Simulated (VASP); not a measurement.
Calculation: PBEsol GGA, VASP's PBE PAW potentials (set 64) (plane waves; VASP 6.6.1).

The input files of a VASP run:

INCAR:
```
! general
SYSTEM   =  LaB6
PREC     =  Accurate
ENCUT    =  400   ! plane-wave cut-off (eV)
LREAL    =  .FALSE.
LASPH    =  .TRUE.   ! aspherical one-centre terms

! electronic loop
EDIFF    =  1E-6
NELM     =  100   ! most electronic steps
ALGO     =  Normal
LMAXMIX  =  6

! smearing
ISMEAR   =  -1   ! Fermi-Dirac
SIGMA    =  0.1   ! width (eV)

! functional
GGA      =  PS   ! PBEsol

! ions
ISIF     =  2   ! forces and stress, cell fixed

! output
LWAVE    =  .FALSE.
LCHARG   =  .FALSE.
```

POSCAR:
```
LaB6
1
    4.1820940000     0.0000000000     0.0000000000
    0.0000000000     4.1820940000     0.0000000000
    0.0000000000     0.0000000000     4.1820940000
La B
1 6
Direct
  0.0000000000   0.0000000000   0.0000000000
  0.8001200000   0.5000000000   0.5000000000
  0.1998800000   0.5000000000   0.5000000000
  0.5000000000   0.8001200000   0.5000000000
  0.5000000000   0.1998800000   0.5000000000
  0.5000000000   0.5000000000   0.8001200000
  0.5000000000   0.5000000000   0.1998800000
```

File KPOINTS:
```
kpoints
0
G
  11 11 11
0 0 0
```

POTCAR, in this order: La B (PBE.64 set). Program: vasp_std.

Output of the run:

File OUTCAR:
```
 ion  position               nearest neighbor table
   1  0.000  0.000  0.000-
   2  0.800  0.500  0.500-   3 1.67   4 1.78   5 1.78   6 1.78   7 1.78
   3  0.200  0.500  0.500-   2 1.67   4 1.78   5 1.78   6 1.78   7 1.78
   4  0.500  0.800  0.500-   5 1.67   3 1.78   2 1.78   6 1.78   7 1.78
   5  0.500  0.200  0.500-   4 1.67   3 1.78   2 1.78   6 1.78   7 1.78
   6  0.500  0.500  0.800-   7 1.67   3 1.78   4 1.78   5 1.78   2 1.78
   7  0.500  0.500  0.200-   6 1.67   3 1.78   4 1.78   5 1.78   2 1.78
  LATTYP: Found a simple cubic cell.
 ALAT       =     4.1820940000
 Subroutine PRICEL returns:
 Original cell was already a primitive cell.
 Subroutine GETGRP returns: Found 48 space group operations
The static configuration has the point symmetry O_h .
The dynamic configuration has the point symmetry O_h .
 Subroutine INISYM returns: Found 48 space group operations
 Subroutine IBZKPT returns following result:
 Found     56 irreducible k-points:

 Following reciprocal coordinates:
            Coordinates               Weight
  0.000000  0.000000  0.000000      1.000000
  0.090909  0.000000  0.000000      6.000000
  0.181818  0.000000  0.000000      6.000000
  0.272727  0.000000  0.000000      6.000000
  0.363636  0.000000  0.000000      6.000000
  0.454545  0.000000  0.000000      6.000000
  0.090909  0.090909  0.000000     12.000000
  0.181818  0.090909  0.000000     24.000000
  0.272727  0.090909  0.000000     24.000000
  0.363636  0.090909  0.000000     24.000000
  0.454545  0.090909  0.000000     24.000000
  0.181818  0.181818  0.000000     12.000000
  0.272727  0.181818  0.000000     24.000000
  0.363636  0.181818  0.000000     24.000000
  0.454545  0.181818  0.000000     24.000000
  0.272727  0.272727  0.000000     12.000000
  0.363636  0.272727  0.000000     24.000000
  0.454545  0.272727  0.000000     24.000000
  0.363636  0.363636  0.000000     12.000000
  0.454545  0.363636  0.000000     24.000000
  0.454545  0.454545  0.000000     12.000000
  0.090909  0.090909  0.090909      8.000000
  0.181818  0.090909  0.090909     24.000000
  0.272727  0.090909  0.090909     24.000000
  0.363636  0.090909  0.090909     24.000000
  0.454545  0.090909  0.090909     24.000000
  0.181818  0.181818  0.090909     24.000000
  0.272727  0.181818  0.090909     48.000000
  0.363636  0.181818  0.090909     48.000000
  0.454545  0.181818  0.090909     48.000000
  0.272727  0.272727  0.090909     24.000000
  0.363636  0.272727  0.090909     48.000000
  0.454545  0.272727  0.090909     48.000000
  0.363636  0.363636  0.090909     24.000000
  0.454545  0.363636  0.090909     48.000000
  0.454545  0.454545  0.090909     24.000000
  0.181818  0.181818  0.181818      8.000000
  0.272727  0.181818  0.181818     24.000000
  0.363636  0.181818  0.181818     24.000000
  0.454545  0.181818  0.181818     24.000000
   k-points           NKPTS =     56   k-points in BZ     NKDIM =     56   number of bands    NBANDS=     18
   number of dos      NEDOS =    301   number of ions     NIONS =      7
   total plane-waves  NPLWV =  21952
   dimension x,y,z NGX =    28 NGY =   28 NGZ =   28
   dimension x,y,z NGXF=    56 NGYF=   56 NGZF=   56
   ions per type =               1   6
   PREC   = accura    normal or accurate (medium, high low for compatibility)
   ISTART =      0    job   : 0-new  1-cont  2-samecut
   ICHARG =      2    charge: 1-file 2-atom 10-const
   ISPIN  =      1    spin polarized calculation?
   LNONCOLLINEAR =      F non collinear calculations
   LSORBIT =      F    spin-orbit coupling
   INIWAV =      1    electr: 0-lowe 1-rand  2-diag
   ENCUT  =  400.0 eV  29.40 Ry    5.42 a.u.   6.82  6.82  6.82*2*pi/ulx,y,z
...
```

File OSZICAR:
```
       N       E                     dE             d eps       ncg     rms          rms(c)
DAV:   1     0.205914935958E+03    0.20591E+03   -0.95907E+03  2048   0.163E+03
DAV:   2    -0.198102723202E+02   -0.22573E+03   -0.21825E+03  2896   0.310E+02
DAV:   3    -0.536883851148E+02   -0.33878E+02   -0.28879E+02  2938   0.159E+02
DAV:   4    -0.555143525861E+02   -0.18260E+01   -0.18175E+01  3726   0.336E+01
DAV:   5    -0.555779999343E+02   -0.63647E-01   -0.62643E-01  3040   0.519E+00    0.877E+00
DAV:   6    -0.518047410569E+02    0.37733E+01   -0.10309E+01  3040   0.196E+01    0.440E+00
DAV:   7    -0.515277468584E+02    0.27699E+00   -0.38185E+00  3536   0.115E+01    0.181E+00
DAV:   8    -0.516082793576E+02   -0.80532E-01   -0.19884E+00  3474   0.138E+01    0.128E+00
DAV:   9    -0.515078801725E+02    0.10040E+00   -0.26980E-01  3380   0.451E+00    0.644E-01
DAV:  10    -0.514899955068E+02    0.17885E-01   -0.17667E-01  3436   0.363E+00    0.105E-01
DAV:  11    -0.514908031722E+02   -0.80767E-03   -0.64385E-03  3064   0.555E-01    0.952E-02
DAV:  12    -0.514905889526E+02    0.21422E-03   -0.84715E-04  3406   0.287E-01    0.478E-02
DAV:  13    -0.514904503187E+02    0.13863E-03   -0.83927E-04  3582   0.239E-01    0.720E-03
DAV:  14    -0.514904549185E+02   -0.45997E-05   -0.29544E-05  3032   0.424E-02    0.531E-03
DAV:  15    -0.514904540615E+02    0.85692E-06   -0.17334E-05  3846   0.381E-02    0.297E-03
DAV:  16    -0.514904541313E+02   -0.69771E-07   -0.79086E-07  2120   0.809E-03
   1 F= -.51490454E+02 E0= -.51476989E+02  d E =-.269312E-01
```

OUTCAR:
```
------------------------ aborting loop because EDIFF is reached ----------------------------------------
  FORCE on cell =-STRESS in cart. coord.  units (eV):
  Direction    XX          YY          ZZ          XY          YZ          ZX
  --------------------------------------------------------------------------------------
  Total       -2.8372591     -2.8372591     -2.8372591      0.0000000     -0.0000000      0.0000000
  in kB      -62.1481516    -62.1481516    -62.1481516      0.0000000     -0.0000000      0.0000000
  external PRESSURE =     -62.1481516 kB  Pullay stress =       0.0000000 kB
  volume of cell :       73.14
      direct lattice vectors                 reciprocal lattice vectors
     4.182094000  0.000000000  0.000000000     0.239114664  0.000000000  0.000000000
     0.000000000  4.182094000  0.000000000     0.000000000  0.239114664  0.000000000
     0.000000000  0.000000000  4.182094000     0.000000000  0.000000000  0.239114664
 POSITION                                       TOTAL-FORCE (eV/Angst)
 -----------------------------------------------------------------------------------
      0.00000      0.00000      0.00000         0.000000     -0.000000      0.000000
      3.34618      2.09105      2.09105        -0.047259     -0.000000      0.000000
      0.83592      2.09105      2.09105         0.047259      0.000000      0.000000
      2.09105      3.34618      2.09105         0.000000     -0.047259      0.000000
      2.09105      0.83592      2.09105         0.000000      0.047259     -0.000000
      2.09105      2.09105      3.34618        -0.000000     -0.000000     -0.047259
      2.09105      2.09105      0.83592         0.000000      0.000000      0.047259
 -----------------------------------------------------------------------------------
    total drift:                                0.000000      0.000000      0.000000
  FREE ENERGIE OF THE ION-ELECTRON SYSTEM (eV)
  ---------------------------------------------------
  free  energy   TOTEN  =       -51.4904541313 eV

  energy  without entropy=      -51.4635229360  energy(sigma->0) =      -51.47698853
```
(Selected blocks of OUTCAR.)

At this cut-off the stress carries a Pulay error, which pulls relaxed volumes low.

The structure comes from a computed database's LaB6 entry; how it stands against other phases isn't given here. The cell was not relaxed at this level. The run is one of a series of settings (GGA = PS against the base run), some of them coarse on purpose. The electron count is odd and the run is not spin-polarised, which forces a metal.
